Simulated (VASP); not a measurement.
Ce:

```
CELL_PARAMETERS angstrom
0.00000 2.26493 2.26493
2.26493 0.00000 2.26493
2.26493 2.26493 0.00000
ATOMIC_POSITIONS crystal
Ce 0.00000 0.00000 0.00000
```

Base run:

| Quantity | Value |
| --- | --- |
| Program | VASP 6.6.1 |
| Functional | LDA |
| Potentials or basis | VASP PAW LDA potentials, release 64 (Ce) |
| Cutoff | 520 eV |
| k mesh | 12 × 12 × 12 |
| Occupations | gaussian, width 1 eV |
| Spin | no spin polarisation |

Its results: band gap on the k mesh none (metal or under the smearing width); pressure 5.7 GPa.

Q: The run is repeated on the same cell with these changes: occupations from gaussian, width 1 eV to methfessel-paxton, width 0.01 eV; further incar settings from ALGO = Normal; EDIFF = 1e-06; NBANDS = 12 to ALGO = Fast; EDIFF = 1e-06; NBANDS = 12. What comes out?

A: Band gap on the k mesh none (metal or under the smearing width); pressure -0.8 GPa.

Not every run made on this cell is shown here.
